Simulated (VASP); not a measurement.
Here is the system:

```
CELL_PARAMETERS angstrom
      5.13572     0.00000     0.00000
      2.56786     4.44767     0.00000
      0.00000     0.00000    20.37334
ATOMIC_POSITIONS crystal
  Cu 0.00000 0.00000 0.34557
  Cu 0.50050 0.99901 0.34617
  Cu 0.99901 0.50050 0.34617
  Cu 0.50050 0.50050 0.34617
  Cu 0.16640 0.16640 0.44798
  Cu 0.66720 0.16640 0.44798
  Cu 0.16640 0.66720 0.44798
  Cu 0.66667 0.66667 0.44778
  Cu 0.83222 0.33557 0.55033
  Cu 0.33333 0.33333 0.54859
  Cu 0.83222 0.83222 0.55033
  Cu 0.33557 0.83222 0.55033
  Cu 0.00000 0.00000 0.64792
  Cu 0.50208 0.99584 0.65219
  Cu 0.99584 0.50208 0.65219
  Cu 0.50208 0.50208 0.65219
  Cl 0.33333 0.33333 0.74381
```

Calculation: PBE GGA, VASP's PBE PAW potentials (set 64) (plane waves; VASP 6.6.1). Run with PREC = Normal, 400 eV cut-off, 6×6×1 Γ-centred mesh, first-order Methfessel-Paxton smearing of 0.10 eV, potentials Cu Cl.

**Question.** Estimate the energy per atom (σ→0), band gap (on the k-mesh) with the smallest direct gap where there is one.

**Answer.** 
```json
{
 "band gap (on the k-mesh)": "none (metal, semimetal or under 0.01 eV)",
 "energy per atom (σ→0)": "-3.501 eV/atom"
}
```

The absolute energy has meaning only against runs of the same code, potentials and settings.

The cell is a thin slab with vacuum, built from Cu (fcc): (111) face, Cl adsorbed.
